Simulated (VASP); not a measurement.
Method: PBEsol GGA, VASP's PBE PAW potentials (set 64) (plane waves; VASP).

A VASP calculation is set up with these files.

POSCAR:
```
Ba
1.0
 -2.4474838059   2.4474838059   2.4474838059
  2.4474838059  -2.4474838059   2.4474838059
  2.4474838059   2.4474838059  -2.4474838059
Ba
1
Direct
  0.0000000000   0.0000000000   0.0000000000
```

INCAR:
```
ALGO  =  Normal
EDIFF  =  1E-7
EDIFFG  =  -0.01
ENCUT  =  480
GGA  =  PS
IBRION  =  2
ISIF  =  3
ISMEAR  =  1
LASPH  =  .True.
LCHARG  =  .False.
LMAXMIX  =  4
LREAL  =  .False.
LWAVE  =  .False.
NELM  =  100
NSW  =  40
PREC  =  Accurate
PSTRESS  =  200
SIGMA  =  0.1
SYSTEM  =  Ba
```

KPOINTS:
```
Automatic
0
gamma
 10 10 10
0 0 0
```

POTCAR, in this order: Ba_sv (PBE.64 set). Program: vasp_std.

Question: What will the output report for the number of irreducible k-points (NKPTS), number of bands (NBANDS), largest plane-wave count, number of space-group operations, FFT grid (NGX, NGY, NGZ)?

Answer: 
```
Property                                       Value
--------------------------------------  ------------
number of irreducible k-points (NKPTS)            47
number of bands (NBANDS)                           9
largest plane-wave count                        1433
number of space-group operations                  48
FFT grid (NGX, NGY, NGZ)                30 × 30 × 30
```

The compound is Ba in the bcc structure. This run relaxes it under an external pressure of 20 GPa. Symmetry was kept, so distortions that lower it aren't found.
